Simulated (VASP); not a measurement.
These are PBEsol GGA, VASP's PBE PAW potentials (set 64) (plane waves; VASP 6.6.1) values and carry that method's errors.

A VASP calculation is set up with these files.

File KPOINTS:
```
k-points along high-symmetry lines
8
Line-mode
Reciprocal
  0.000000   0.000000   0.000000 ! GAMMA
 -0.500000  -0.500000   0.000000 ! Y

 -0.500000  -0.500000   0.000000 ! Y
 -0.625000  -0.375000   0.000000 ! C_0

 -0.375000   0.375000   0.000000 ! SIGMA_0
  0.000000   0.000000   0.000000 ! GAMMA

  0.000000   0.000000   0.000000 ! GAMMA
  0.500000   0.500000   0.500000 ! Z

  0.500000   0.500000   0.500000 ! Z
  0.125000   0.875000   0.500000 ! A_0

 -0.125000   0.125000   0.500000 ! E_0
  0.000000   0.000000   0.500000 ! T

  0.000000   0.000000   0.500000 ! T
 -0.500000  -0.500000   0.000000 ! Y

  0.000000   0.000000   0.000000 ! GAMMA
 -0.500000   0.000000   0.000000 ! S

 -0.500000   0.000000   0.000000 ! S
  0.000000   0.500000   0.500000 ! R

  0.000000   0.500000   0.500000 ! R
  0.500000   0.500000   0.500000 ! Z

  0.500000   0.500000   0.500000 ! Z
  0.000000   0.000000   0.500000 ! T
```

### POSCAR
```
HgMg3Te4
1
    0.0061965813     6.4627871143     6.4480922806
    6.4627871143     0.0061965813     6.4480922806
    3.2344918477     3.2344918477    -0.0000000000
Mg Te Hg
3 4 1
Direct
  0.0008467449   0.0008467449   0.9983065103
  0.0018989250   0.4981898331   0.9999112419
  0.4981898331   0.0018989250   0.9999112419
  0.1247916014   0.1247916014   0.2504167972
  0.1202927471   0.6265450433   0.2531622096
  0.6265450433   0.1202927471   0.2531622096
  0.6276820733   0.6276820733   0.2446358533
  0.4997530319   0.4997530319   0.0004939362
```

### INCAR
```
# general
SYSTEM  = HgMg3Te4
PREC    = Accurate
ENCUT   = 400   # plane-wave cut-off (eV)
LREAL   = F   # projection in real space or not
LASPH   = T
ICHARG  = 11

# electronic loop
EDIFF   = 1E-7
NELM    = 100
ALGO    = Normal   # blocked Davidson
LMAXMIX = 6

# smearing
ISMEAR  = 0
SIGMA   = 0.05   # width (eV)

# functional
GGA     = PS

# output
LWAVE   = F
LCHARG  = F
LORBIT  = 11
```

POTCAR, in this order: Mg Te Hg (PBE.64 set). Program: vasp_std. Read from the step before: CHGCAR.

Output of the run:

### OUTCAR
```
 ion  position               nearest neighbor table
   1  0.001  0.001  0.998-   5 2.79   6 2.79   4 2.79   4 2.79
   2  0.002  0.498  1.000-   4 2.78   5 2.79   5 2.79   7 2.79
   3  0.498  0.002  1.000-   4 2.78   6 2.79   6 2.79   7 2.79
   4  0.125  0.125  0.250-   2 2.78   3 2.78   1 2.79   1 2.79
   5  0.120  0.627  0.253-   2 2.79   2 2.79   1 2.79   8 2.83
   6  0.627  0.120  0.253-   3 2.79   3 2.79   1 2.79   8 2.83
   7  0.628  0.628  0.245-   2 2.79   3 2.79   8 2.82   8 2.82
   8  0.500  0.500  0.000-   7 2.82   7 2.82   5 2.83   6 2.83
  LATTYP: Found a base centered orthorhombic cell.
 ALAT       =     9.1309978985
 B/A-ratio  =     1.4123521552
 C/A-ratio  =     0.5009597296
 Subroutine PRICEL returns:
 Original cell was already a primitive cell.
 Subroutine GETGRP returns: Found  4 space group operations
The static configuration has the point symmetry C_2v.
The dynamic configuration has the point symmetry C_2v.
 Subroutine INISYM returns: Found  4 space group operations
   k-points           NKPTS =     88   k-points in BZ     NKDIM =     88   number of bands    NBANDS=     26
   number of dos      NEDOS =    301   number of ions     NIONS =      8
   total plane-waves  NPLWV = 108000
   dimension x,y,z NGX =    60 NGY =   60 NGZ =   30
   dimension x,y,z NGXF=   120 NGYF=  120 NGZF=   60
   ions per type =               3   4   1
...
```

OSZICAR:
```
       N       E                     dE             d eps       ncg     rms          rms(c)
DAV:   1     0.186819540411E+03    0.18682E+03   -0.13678E+04  4576   0.104E+03
DAV:   2    -0.101861695345E+02   -0.19701E+03   -0.19295E+03  5644   0.202E+02
DAV:   3    -0.239255375293E+02   -0.13739E+02   -0.13670E+02  5670   0.561E+01
DAV:   4    -0.241906903594E+02   -0.26515E+00   -0.26495E+00  6218   0.781E+00
DAV:   5    -0.241935933774E+02   -0.29030E-02   -0.29026E-02  5734   0.927E-01
DAV:   6    -0.241936766906E+02   -0.83313E-04   -0.83312E-04  6262   0.135E-01
DAV:   7    -0.241936791852E+02   -0.24946E-05   -0.24946E-05  5864   0.206E-02
DAV:   8    -0.241936792863E+02   -0.10109E-06   -0.10115E-06  4850   0.361E-03
DAV:   9    -0.241936792918E+02   -0.54697E-08   -0.54634E-08  4284   0.962E-04
   1 F= -.24193679E+02 E0= -.24193679E+02  d E =-.936591E-14
```

**OUTCAR**
```
 val. band max:        2.2057375620   @ k =   0.0000   0.0000   0.0000

 cond. band min:       3.1081935738   @ k =   0.0000   0.0000   0.0000



 k-point     1 :       0.0000    0.0000    0.0000
  band No.  band energies     occupation
      1      -8.6127      2.00000
      2      -8.0341      2.00000
      3      -7.9836      2.00000
      4      -7.7465      2.00000
      5      -4.2310      2.00000
      6      -4.0319      2.00000
      7      -3.9977      2.00000
      8      -3.9155      2.00000
      9      -3.8919      2.00000
     10      -2.3414      2.00000
     11      -1.4679      2.00000
     12      -1.2866      2.00000
     13       0.5834      2.00000
     14       0.6001      2.00000
     15       1.4025      2.00000
     16       1.4078      2.00000
     17       1.4771      2.00000
     18       1.4980      2.00000
     19       2.1213      2.00000
     20       2.1229      2.00000
     21       2.2057      2.00000
     22       3.1082      0.00000
     23       4.4817      0.00000
     24       4.7700      0.00000
     25       5.0532      0.00000
     26       5.3497      0.00000

 k-point     2 :      -0.0714   -0.0714    0.0000
  band No.  band energies     occupation
      1      -8.6046      2.00000
      2      -8.0365      2.00000
      3      -7.9840      2.00000
      4      -7.7562      2.00000
      5      -4.2311      2.00000
      6      -4.0360      2.00000
      7      -4.0004      2.00000
      8      -3.9180      2.00000
      9      -3.8919      2.00000
     10      -2.3161      2.00000
     11      -1.4436      2.00000
     12      -1.2607      2.00000
     13       0.5965      2.00000
     14       0.6132      2.00000
     15       1.3568      2.00000
     16       1.4017      2.00000
     17       1.4341      2.00000
     18       1.4726      2.00000
     19       1.9708      2.00000
     20       2.0963      2.00000
     21       2.1827      2.00000
     22       3.2592      0.00000
     23       4.5547      0.00000
...
```

The density is held fixed in this step, so its total energy and stress have no physical meaning. Unless said otherwise, spin-orbit coupling is left out, though it shifts the bands of the heavy elements here.

The structure was generated: HgMg3Te4 was put into an ordered model structure (Amm2), which need not be its known phase. It was relaxed first.
